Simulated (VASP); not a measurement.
A convergence study with VASP on V (bcc): a few settings are varied, all else stays as given below, so the limit is that of these other settings. The cell's lengths are 1 % over those of the tabulated start, so it is off equilibrium.

```yaml
crystal:
  lattice:
    - [-1.53015, 1.53015, 1.53015]
    - [1.53015, -1.53015, 1.53015]
    - [1.53015, 1.53015, -1.53015]
  atoms:
    - { symbol: V, position: [0.00000, 0.00000, 0.00000] }
```

Method: PBEsol GGA, VASP's PBE PAW potentials (set 64) (plane waves; VASP). The last row used: 900 eV cut-off, 14×14×14 Γ-centred mesh, first-order Methfessel-Paxton smearing of 0.10 eV, potentials V_pv.

Energies of different potentials or hybrids have different zeros.

```csv
setting,E (eV/atom),pressure (GPa),plane waves
"ENCUT = 300, POTCAR V_sv",-9.5744,-17.25,178
"ENCUT = 400, POTCAR V_sv",-9.5659,-18.06,268
"ENCUT = 520, POTCAR V_sv",-9.5649,-16.71,398
"ENCUT = 700, POTCAR V_sv",-9.5654,-16.82,616
"ENCUT = 900, POTCAR V_sv",-9.5656,-16.68,935
"ENCUT = 300, POTCAR V",-9.5105,-19.26,178
"ENCUT = 400, POTCAR V",…,-19.17,268
"ENCUT = 520, POTCAR V",-9.5093,-19.17,398
"ENCUT = 700, POTCAR V",-9.5092,-19.17,616
"ENCUT = 900, POTCAR V",-9.5092,-19.16,935
"ENCUT = 300, POTCAR V_pv",-9.5354,-17.16,178
"ENCUT = 400, POTCAR V_pv",-9.5310,-17.73,268
"ENCUT = 520, POTCAR V_pv",-9.5308,-16.57,398
"ENCUT = 700, POTCAR V_pv",-9.5314,-16.66,616
"ENCUT = 900, POTCAR V_pv",…,…,935
```

Fill in the missing entries.

- ENCUT = 900, POTCAR V_pv, E (eV/atom): -9.5318
- ENCUT = 900, POTCAR V_pv, pressure (GPa): -16.54
- ENCUT = 400, POTCAR V, E (eV/atom): -9.5097

Left out are rungs that failed or repeat a setting and relaxations that didn't move; long series are thinned to 24 rows.

The compound is V in the bcc structure. The cell was not relaxed at this level. The run is not spin-polarised, so no magnetic state was tried.
